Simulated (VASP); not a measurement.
Ni$_{3}$Fe (L1_2) relaxed at rising pressure, in one space group throughout; other phases were not tried. The pressures are those reached. Level of theory: PBEsol GGA, VASP's PBE PAW potentials (set 64) (plane waves; VASP).

| P (GPa) | V (Å³/atom) | k-mesh |
|---|---|---|
| 0.04 | 10.591 | 9×9×9 |
| 5.05 | 10.369 | 9×9×9 |
| 10.02 | 10.172 | 9×9×9 |
| 20.05 | 9.838 | 9×9×9 |
| 29.77 | 9.553 | 9×9×9 |

Fit an equation of state and predict the volume at 44.76 GPa.

Least squares on the third-order Birch-Murnaghan form, P = (3B0/2)(y⁷ − y⁵)[1 + (3/4)(B′ − 4)(y² − 1)] with y = (V0/V)^(1/3), gives V0 = 10.591 Å³/atom, B0 = 229 GPa and B′ = 4.5, and so 9.191 Å³/atom. The run gave 9.195 Å³/atom, +0.0 % from the fit.

Pressures at which the relaxation failed are left out.

The compound is Ni3Fe in the L1_2 structure. The spin order is the one that the start imposed; others were not tried in this run.
